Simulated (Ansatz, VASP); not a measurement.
# Cross-check of BiP between VASP and Ansatz, part 2 of 2

One calculation is typed for both programs; each brings its own data sets. How far apart do they land? The cell is generated by rule, not measured, and may not be a known phase. The cell is taken from a series of runs on this material, whose earlier steps may have relaxed, scaled, displaced or heated it; both programs get it as it stands.

VASP 6.6.1 and Ansatz 0.2.0.

So far: The starting structure; VASP: zone-centre phonons, PBE.

The structure was built from a prototype and need not be the compound's stable phase.

## Step 3: Ansatz: zone-centre phonons, PBE

Level of this step: Ansatz beside VASP: Kohn-Sham DFT, plane waves, PBE (Ansatz).

Ansatz runs on its default PAW (the set named soft_2) files.

The same cell, functional, mesh and smearing now go to Ansatz, which takes its cutoff from its data sets.

The input, input.yaml:

```yaml
crystal:
  lattice:
    - [4.9030060132, 0.0, 0.0]
    - [-2.4515030066, 4.2461277623, 0.0]
    - [0.0, 0.0, 6.1696790556]
  atoms:
    - { symbol: Bi, position: [0.3333333333, 0.6666666667, -0.0322096011] }
    - { symbol: Bi, position: [0.6666666667, 0.3333333333, 0.4677903989] }
    - { symbol: P, position: [0.3333333333, 0.6666666667, 0.4072096011] }
    - { symbol: P, position: [0.6666666667, 0.3333333333, 0.9072096011] }
kpoints:
  mp_grid: { grid: [10, 10, 4] }
hamiltonian:
  xc: pbe
scf:
  occupations: { method: gaussian, width: 0.02 }
output:
  eigenvalues: true
phonons:
  method: dfpt
  qmesh: [2, 2, 1]
  temperatures: { t_max: 1000, t_step: 50 }
  qpath:
    path:
      - [[0.0, 0.0, 0.0], [0.5, 0.0, 0.0], [0.33333333, 0.33333333, 0.0], [0.0, 0.0, 0.0], [0.0, 0.0, 0.5], [0.5, 0.0, 0.5], [0.33333333, 0.33333333, 0.5], [0.0, 0.0, 0.5]]
      - [[0.5, 0.0, 0.5], [0.5, 0.0, 0.0]]
      - [[0.33333333, 0.33333333, 0.5], [0.33333333, 0.33333333, 0.0]]
    npoints: 10
```

On the command line:

```sh
$ ansatz run input.yaml --threads 4 --pin off --max-ram 7168MiB --backend cpu --events-out ev --progress --plain --runs-dir out
```

Numbers of over 12 decimals in the logs are rounded to 6 here.

The log of the run:

```text
Engine: ansatz 0.2.0, aarch64-unknown-linux-gnu
Pseudopotentials: kind: paw
Pseudopotential: Bi, paw, valence charge 15, recommended cutoff 420 eV (normal), Bi.paw.azcp
Pseudopotential: P, paw, valence charge 5, recommended cutoff 420 eV (normal), P.paw.azcp
Functional definition: PBE
  parameter kappa = 0.804
  parameter beta = 0.066725
  exchange = pbe_x(kappa = kappa, mu = beta*pi^2/3)
  correlation = pbe_c(beta = beta)
Crystal: 4 atoms, lattice volume = 128.445 Å³
Basis set: ecut = 420 eV, 2475 PW (Γ), exchange–correlation on 72×72×96 points (8 copies of the dense FFT grid, shifted against one another)
Bands: 24, of which v1, the nominal top of the filled ones, is band 20 counted from 1 (19 counted from 0)
Symmetry: 12 space group operations
k-points: 42 of 400 (time reversal used)
Non-local potential: Bi, projectors of the file, l = 0: 2, l = 1: 2, l = 2: 2, l = 3: 2
Non-local potential: P, projectors of the file, l = 0: 2, l = 1: 2, l = 2: 2
PAW form: soft (Blöchl's): semilocal exchange-correlation on the pseudo side does not see the compensation charge
PAW one-centre angular grid: Bi, 590 points (default); XC on 64 Gauss nodes
PAW one-centre angular grid: P, 110 points (default); XC on 64 Gauss nodes
Initial density: superposition of atomic densities (neutral atoms: chi_scale 0, normalization atom), corrected by the library's trained network
Initial wavefunctions: pseudopotential atomic-orbital guess
Functional: x = pbe(κ = 0.804, μ = 0.219515), c = pbe(β = 0.066725)
SCF iter   1: F=—  HF=-26303.706300 eV  |F-HF|=—  |Δ(HF+E_count)|=         —  Δρ=2.42e-3  dr2=1.25e-2  ethr=1.77e-3  ⟨swp⟩=7.3  Hψ=5274  notcnv=0
preconditioner: auto → Resta (q_TF=auto, 2.246 Å⁻¹)  ε∞=4.7  [insulator: Δε(μ)=0.222 eV  Ē_g=7.568 eV  σ=0.020 eV  W_gap=1.00  n_scr=22 (ndim 8)  ℏωp=14.7 eV  f_vac=0.075  D(μ)=0.00/eV (n_scr^D=0)  ε∞_Penn≈4.7]
SCF iter   2: F=—  HF=-26303.702180 eV  |F-HF|=—  |Δ(HF+E_count)|=   4.12e-3  Δρ=1.21e-3  dr2=3.08e-3  ethr=3.12e-5  ⟨swp⟩=3.4  Hψ=2515  notcnv=0
SCF iter   3: F=—  HF=-26303.702304 eV  |F-HF|=—  |Δ(HF+E_count)|=   1.24e-4  Δρ=3.88e-4  dr2=4.98e-4  ethr=7.71e-6  ⟨swp⟩=2.1  Hψ=1395  notcnv=0
SCF iter   4: F=—  HF=-26303.702405 eV  |F-HF|=—  |Δ(HF+E_count)|=   1.01e-4  Δρ=1.27e-4  dr2=5.71e-5  ethr=1.25e-6  ⟨swp⟩=2.1  Hψ=1480  notcnv=0
SCF iter   5: F=—  HF=-26303.702456 eV  |F-HF|=—  |Δ(HF+E_count)|=   5.13e-5  Δρ=6.44e-5  dr2=9.99e-6  ethr=1.43e-7  ⟨swp⟩=2.4  Hψ=1356  notcnv=0
SCF iter   6: F=—  HF=-26303.702480 eV  |F-HF|=—  |Δ(HF+E_count)|=   2.33e-5  Δρ=1.82e-5  dr2=5.24e-7  ethr=2.50e-8  ⟨swp⟩=2.0  Hψ=1428  notcnv=0
SCF iter   7: F=—  HF=-26303.702482 eV  |F-HF|=—  |Δ(HF+E_count)|=   2.27e-6  Δρ=4.63e-6  dr2=2.99e-8  ethr=1.31e-9  ⟨swp⟩=3.4  Hψ=2242  notcnv=0
SCF iter   8: F=—  HF=-26303.702482 eV  |F-HF|=—  |Δ(HF+E_count)|=   2.09e-7  Δρ=1.00e-6  dr2=9.96e-10  ethr=7.47e-11  ⟨swp⟩=2.2  Hψ=1862  notcnv=0
SCF iter   9: F=—  HF=-26303.702482 eV  |F-HF|=—  |Δ(HF+E_count)|=   4.61e-9  Δρ=2.01e-7  dr2=4.81e-11  ethr=2.49e-12  ⟨swp⟩=2.6  Hψ=1910  notcnv=0
SCF iter  10: F=-26303.702482 eV  HF=-26303.702482 eV  |F-HF|=7.28e-12  |Δ(HF+E_count)|=  1.27e-10  Δρ=3.69e-8  dr2=1.90e-12  ethr=1.00e-12  ⟨swp⟩=8.3  Hψ=6027  notcnv=0
SCF 1 converged in 10 iterations: F = -26303.702482 eV  dr2 = 1.90e-12
  greatest PAW one-centre occupation: 0.988 electrons in one spin orbital (limit 2), on the Bi atom at site 1 (counted from 0), in its partial waves of l = 2
NSCF: frozen V_eff on 42 k-points
NSCF: frozen V_eff on 117 k-points
DFPT response loops at q = (0, 0, 0) (fractional): preconditioner auto → Resta (q_TF=auto, 2.246 Å⁻¹)  ε∞=17.7 (no band partly filled); β = 1.00, the filter's whole step (`scf.mixing.beta` (0.50) is not read by the response loops at its default; to damp them type it under 1.00, their step now; it binds the ground state too); Broyden in place of MSR1
NSCF: frozen V_eff on 234 k-points
DFPT response loops at q = (0, -0.5, 0) (fractional): mixed as the last ones told, above
SCF converged after 10 iterations
Free energy (F): -26303.702482 eV
Harris-Foulkes:  -26303.702482 eV  (|F-HF|=7.28e-12)
Internal energy: -26303.702482 eV  (E = F + TS)
E sigma→0 (E₀):  -26303.702482 eV
Fermi energy:    7.232523 eV
--- Per-component energies (eV) ---
  E_band       = -295.303948
  E_kinetic    = 738.908576
  E_local      = -3744.714711  (includes V_loc(G=0)·N_el)
  E_nonlocal   = 1189.436603
  E_hartree    = 1257.350615
  E_xc         = -423.644345
  E_vxc        = -407.133723  (∫ρ·V_xc dr)
  E_paw        = -22464.222453  (= ΣΔE_a)
  E_vpaw       = -586.501110  (= ΣTr[D̂ρ^β])
  E_aug_tail   = -0.000862  (compensation charges beyond the density's cutoff)
  E_ewald      = -2856.815904
  E_smearing   = -0.000000  (= −TS)
  E_closure    = 0.000000  (closes the sum)
  Σ components = -26303.702482   (vs F -26303.702482, Δ=0.00e0)
--- Band table (eV; the first three rows and the last of 42) ---
  k-point 0: bands = [... 16 lower, 3.5506, 5.2464, 5.2751, 5.2751, 7.3349, 7.3349, 9.4287, 9.4287]
  k-point 1: bands = [... 16 lower, 3.7427, 4.9291, 4.9291, 5.9353, 7.5728, 7.5728, 8.6701, 8.9808]
  k-point 2: bands = [... 16 lower, 4.2679, 4.2679, 4.9811, 4.9811, 8.1867, 8.1867, 8.1867, 8.1867]
  k-point 41: bands = [... 16 lower, 5.2392, 5.2392, 6.7156, 6.7156, 7.8536, 7.8536, 8.6509, 8.6509]
--- Phonons (Γ-DFPT): 4 representative perturbations + reference (Σ response iterations 12) ---
  ASR residual: 3.161e-5 → 0.000e0 eV/Å²; symmetrization residual: 1.854e-5 eV/Å²
  ASR residual per site (eV/Å²): 3.16e-5 3.16e-5 1.49e-5 1.49e-5
  Γ frequencies (cm⁻¹): 0.00 0.00 0.00 39.10 39.10 85.78 190.74 190.74 201.89 216.49 216.49 251.65
--- Phonons (arbitrary-q DFPT): 2 irreducible q on the 2×2×1 mesh ---
  q = [0.0000, 0.0000, 0.0000] (star 1, of the zone-centre solve; hermiticity 6.06e-6, symmetrization 1.22e-12): -0.00 -0.00 0.00 39.10 39.10 85.78 190.74 190.74 201.89 216.49 216.49 251.65
  q = [0.0000, -0.5000, 0.0000] (star 3, 6 solved perturbations on 117 of 400 k-point pairs; hermiticity 4.14e-6, symmetrization 7.55e-14): -1.60 49.23 50.72 67.75 85.81 88.34 112.82 135.38 185.77 211.57 228.48 234.92
  sum rule: each row above includes the acoustic sum rule's correction from the zone centre's row sums; it moved no ω² by more than (0.36 cm⁻¹)²
  mesh force constants: q→R imaginary residual 6.17e-18; ASR residual 3.161e-5 → 0.000e0 eV/Å²; symmetrization residual 6.217e-15 eV/Å²
  interpolated dispersion: 93 rows × 12 modes
  density of states and harmonic sums: on the 16×16×10 q-mesh, interpolated from the force constants of a 2×2×1 supercell (no non-analytic term)
  largest difference from the sums on the solved wave vectors: F 3.88e-1 eV, S 5.11e-4 and C_V 1.23e-4 eV/K
  zero-point energy: 0.092683 eV/cell   skipped modes (ω ≤ 0): 22, of them read as no rigid motion or as one in doubt: 19 (7.617e-2 modes/cell left out, lowest -11.27 cm⁻¹)   left out of the sums: 6.45e-3 of the cell's modes: C_V's classical limit lies that fraction below 3 k_B per atom; for a crystal, a wire or a layer, F and S can be off by more, and a phonons.interpolated_qmesh denser along its periods is the remedy for the sampling
```

Reading the cycles: dr2 is the Hartree energy of the density residual (eV), the measure of convergence; HF is the Harris–Foulkes estimate of the energy, which meets the free energy F at convergence.

## Step 4: Comparison

Known differences besides the potentials themselves: VASP's run holds the zone centre alone; the cutoff is 420 eV in Ansatz and 500 eV in VASP. Total energies have different zeros and are not compared.

Compared:

```
                  quantity  Ansatz   VASP  difference
optical mode 1 to 2 (cm⁻¹)    39.1   39.2        -0.1
     optical mode 3 (cm⁻¹)    85.8   86.6     -0.91 %
optical mode 4 to 5 (cm⁻¹)   190.7  190.8     -0.03 %
     optical mode 6 (cm⁻¹)   201.9  201.4     +0.25 %
optical mode 7 to 8 (cm⁻¹)   216.5  218.0     -0.68 %
     optical mode 9 (cm⁻¹)   251.7  251.9     -0.10 %
```

Modes are paired by rising frequency, not by their patterns, so a pair may set unlike modes beside each other; they are those without the splitting of longitudinal modes.

## Step 5: Summary of results

```yaml
r_m_s_difference_of_the_optical_zone_centre_modes_each_program_s_sorted_by_frequency_zone_centre_phonons_pbe: 0.77 cm⁻¹
difference_in_optical_mode_3_zone_centre_phonons_pbe: -0.9 %
```

**Reading.** The r.m.s. difference of the optical zone-centre modes, each program's sorted by frequency is 0.77 cm⁻¹ (zone-centre phonons, PBE). Among the rows given in per cent, the largest difference of the zone-centre phonons, PBE pair is in optical mode 3, -0.9 %. How closely two codes agree says nothing of how well the functional describes the real material.

[Lines on the potential files, build, host, timing and source positions are cut from VASP's logs without a mark.]

[Logs are printed without paths, hosts, clocks, repeated set-up lines and the standing remarks that a program may print on its own settings, such as how far it seeks lower states.]

[Hosts, paths, dates, database ids (printed as entryN), source tags and the programs' standing remarks are cut or masked in the printed files.]
